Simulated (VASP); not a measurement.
PtAl₂ (fluorite): computed properties

Level of theory: PBE GGA, VASP's PBE PAW potentials (set 64) (plane waves; VASP).

```yaml
space_group: Fm-3m (225)
cell: a = b = c = 5.943 Å, α = β = γ = 90.00°
volume_per_atom: 17.49 Å^3/atom
band gap (over mesh and band path): none (metal, semimetal or under 0.01 eV)
band_gap_with_spin_orbit_coupling: none (metallic)
density: 7.88 g/cm³
```

```
CELL_PARAMETERS angstrom
      0.00000     2.97140     2.97140
      2.97140     0.00000     2.97140
      2.97140     2.97140     0.00000
ATOMIC_POSITIONS crystal
  Al 0.25000 0.25000 0.25000
  Al 0.75000 0.75000 0.75000
  Pt 0.00000 0.00000 0.00000
```

Unless said otherwise, spin-orbit coupling is left out, though it shifts the bands of the heavy elements here.

The compound is PtAl2 in the fluorite structure. It was relaxed first. Symmetry was kept, so distortions that lower it aren't found.
